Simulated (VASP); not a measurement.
Computed with PBE GGA, VASP's PBE PAW potentials (set 64) (plane waves; VASP).

A VASP calculation is set up with these files.

KPOINTS:
```
K-points
0
G
5 5 3
```

INCAR:
```
# general
SYSTEM =ZnS
PREC   =Accurate
ENCUT  =400
LREAL  =.FALSE.
LASPH  =.TRUE.   # aspherical one-centre terms

# electronic loop
EDIFF  =1E-6   # SCF stop (eV)
NELM   =100
ALGO   =Normal
LMAXMIX=4   # l cut-off of mixed one-centre charges

# smearing
ISMEAR =0   # Gaussian
SIGMA  =0.05

# functional
GGA    =PE   # PBE

# ions
ISIF   =2   # forces and stress, cell fixed

# output
LWAVE  =.FALSE.
LCHARG =.FALSE.
```

POSCAR:
```
ZnS
1
    1.9482000000    -3.3743810000     0.0000000000
    1.9482000000     3.3743810000     0.0000000000
    0.0000000000     0.0000000000     6.3852000000
Zn S
2 2
Direct
  0.6666670000   0.3333330000   0.5000000000
  0.3333330000   0.6666670000   0.0000000000
  0.6666670000   0.3333330000   0.8750000000
  0.3333330000   0.6666670000   0.3750000000
```

POTCAR, in this order: Zn S (PBE.64 set). Program: vasp_std.

What VASP printed:

**OSZICAR**
```
       N       E                     dE             d eps       ncg     rms          rms(c)
DAV:   1     0.206070381796E+03    0.20607E+03   -0.15082E+04   440   0.160E+03
DAV:   2     0.341802640196E+01   -0.20265E+03   -0.19769E+03   494   0.331E+02
DAV:   3    -0.141596259700E+02   -0.17578E+02   -0.17523E+02   506   0.105E+02
DAV:   4    -0.145125885239E+02   -0.35296E+00   -0.35270E+00   512   0.156E+01
DAV:   5    -0.145199326809E+02   -0.73442E-02   -0.73435E-02   530   0.212E+00    0.895E+00
DAV:   6    -0.136392730946E+02    0.88066E+00   -0.20247E+00   668   0.417E+01    0.707E+00
DAV:   7    -0.136688848208E+02   -0.29612E-01   -0.17910E+00   488   0.767E+00    0.319E+00
DAV:   8    -0.136555163859E+02    0.13368E-01   -0.12742E-01   586   0.486E+00    0.101E+00
DAV:   9    -0.136557538027E+02   -0.23742E-03   -0.17630E-02   616   0.274E+00    0.249E-01
DAV:  10    -0.136559846180E+02   -0.23082E-03   -0.19042E-03   518   0.407E-01    0.160E-01
DAV:  11    -0.136561888676E+02   -0.20425E-03   -0.15366E-04   526   0.821E-02    0.517E-02
DAV:  12    -0.136562568144E+02   -0.67947E-04   -0.83846E-05   494   0.583E-02    0.185E-02
DAV:  13    -0.136562572573E+02   -0.44288E-06   -0.29802E-06   462   0.116E-02
   1 F= -.13656257E+02 E0= -.13656257E+02  d E =-.511641E-15
```

**OUTCAR**
```
------------------------ aborting loop because EDIFF is reached ----------------------------------------
  FORCE on cell =-STRESS in cart. coord.  units (eV):
  Direction    XX          YY          ZZ          XY          YZ          ZX
  --------------------------------------------------------------------------------------
  Total       -1.3047326     -1.3047323     -1.3649527      0.0000000      0.0000000     -0.0000000
  in kB      -24.9000334    -24.9000278    -26.0492991      0.0000000      0.0000000     -0.0000000
  external PRESSURE =     -25.2831201 kB  Pullay stress =       0.0000000 kB
  volume of cell :       83.95
      direct lattice vectors                 reciprocal lattice vectors
     1.948200000 -3.374381000  0.000000000     0.256647161 -0.148175325  0.000000000
     1.948200000  3.374381000  0.000000000     0.256647161  0.148175325  0.000000000
     0.000000000  0.000000000  6.385200000     0.000000000  0.000000000  0.156612166
  FREE ENERGIE OF THE ION-ELECTRON SYSTEM (eV)
  ---------------------------------------------------
  free  energy   TOTEN  =       -13.6562572573 eV

  energy  without entropy=      -13.6562572573  energy(sigma->0) =      -13.65625726
```
(Selected blocks of OUTCAR.)

OUTCAR:
```
 val. band max:        1.5714994171   @ k =   0.0000   0.0000   0.0000

 cond. band min:       3.4796258446   @ k =   0.0000   0.0000   0.0000


 Fermi energy:         1.8361439210

 k-point     1 :       0.0000    0.0000    0.0000
  band No.  band energies     occupation
      1     -11.1795      2.00000
      2     -10.3576      2.00000
      3      -4.5462      2.00000
      4      -4.5382      2.00000
      5      -4.5382      2.00000
      6      -4.4665      2.00000
      7      -4.4665      2.00000
      8      -4.1581      2.00000
      9      -4.1581      2.00000
     10      -4.0930      2.00000
     11      -4.0930      2.00000
     12      -3.9482      2.00000
     13      -3.3430      2.00000
     14       0.7699      2.00000
     15       0.7699      2.00000
     16       1.5080      2.00000
     17       1.5715      2.00000
     18       1.5715      2.00000
     19       3.4796      0.00000
     20       4.5409      0.00000
     21       7.9131      0.00000
     22       7.9131      0.00000

 k-point     2 :       0.2000    0.0000    0.0000
  band No.  band energies     occupation
      1     -10.9506      2.00000
      2     -10.2385      2.00000
      3      -4.5404      2.00000
      4      -4.5036      2.00000
      5      -4.4976      2.00000
      6      -4.4279      2.00000
      7      -4.4043      2.00000
      8      -4.1840      2.00000
      9      -4.1550      2.00000
     10      -4.1513      2.00000
     11      -4.0840      2.00000
     12      -3.8977      2.00000
     13      -3.0306      2.00000
     14      -0.6892      2.00000
     15      -0.0527      2.00000
     16       0.2939      2.00000
     17       1.1903      2.00000
     18       1.2909      2.00000
     19       4.8807      0.00000
     20       5.6072      0.00000
     21       7.3548      0.00000
     22       8.2643      0.00000

 k-point     3 :       0.4000    0.0000    0.0000
  band No.  band energies     occupation
      1     -10.4797      2.00000
...
```

The compound is ZnS in the wurtzite structure, the high-temperature form. The cell was not relaxed at this level.
